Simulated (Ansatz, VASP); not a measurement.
One structure in several programs: Ba2HfO4 (I4/mmm, 7 atoms in the cell)

Self-consistent single point.

```
Ba2HfO4
1.0
   -2.08030     2.08030     6.77790
    2.08030    -2.08030     6.77790
    2.08030     2.08030    -6.77790
Ba Hf O
2 1 4
Direct
  0.35256   0.35256   0.00000
  0.64744   0.64744   0.00000
  0.00000   0.00000   0.00000
  0.50000   0.00000   0.50000
  0.00000   0.50000   0.50000
  0.15461   0.15461   0.00000
  0.84539   0.84539   0.00000
```

All programs got the same cell, k-point mesh and kind of occupations (some realise fixed ones as a very narrow smearing) (in Ansatz's words: kpoints.mp_grid.grid = 6 6 6; scf.occupations.method = fixed); potentials, basis and cutoffs are each program's usual ones.

| code | model | pressure (GPa) | largest force (eV/Å) | gap on the mesh (eV) | cutoff |
|---|---|---|---|---|---|
| VASP | PBEsol, VASP's PBE PAW potentials (set 64) | -5.36 | 0.098 | 3.334 | 400 eV |
| Ansatz | PBEsol, PAW files made with PBE | -2.46 | 0.285 | 3.344 | default |

Size of the force on each atom (eV/Å): Sizes of forces hide their directions.

| code | Ba1 | Ba2 | Hf3 | O4 | O5 | O6 | O7 |
|---|---|---|---|---|---|---|---|
| VASP | 0.098 | 0.098 | 0.000 | 0.000 | 0.000 | 0.052 | 0.052 |
| Ansatz | 0.096 | 0.096 | 0.000 | 0.000 | 0.000 | 0.285 | 0.285 |

Gaps are read on the mesh.

The spread over the programs that give each value: pressure within 2.90 GPa; largest force within 0.187 eV/Å; gap on the mesh within 0.010 eV.

The starting cell comes from a database of computed structures (which also holds hypothetical and non-ambient phases and stackings), without a prior relaxation at this level. On Ansatz's run: Spin-orbit coupling is off.

### Question
Why do the programs differ, and what cannot be compared?

### Answer
Differences of this kind can come from the potentials, where these differ, and from what each basis and cutoff leave unconverged. The valence holds different numbers of electrons (VASP 54, Ansatz (a quantum-chemistry and plane-wave program) 70). The zero of total energies and Fermi levels follows the potentials and each program's conventions, so they are not compared here. Ansatz's pressure is given at a fixed set of plane waves, as the other plane-wave codes print theirs; with its correction for the finite basis it is -2.13 GPa (the shift of 0.32 GPa shows how far the cutoff is from converged).

VASP's run is marked for a possible Pulay error in its stress at this cutoff; no cutoff test was made.

VASP ran the fixed occupations as a Gaussian smearing of 0.01 eV.

Left out of this page: Quantum ESPRESSO, ABINIT, GPAW and FLEUR (stopped by limits of time or memory); CP2K (not drawn, or without a comparable value).

Keys are those of Ansatz 0.2.
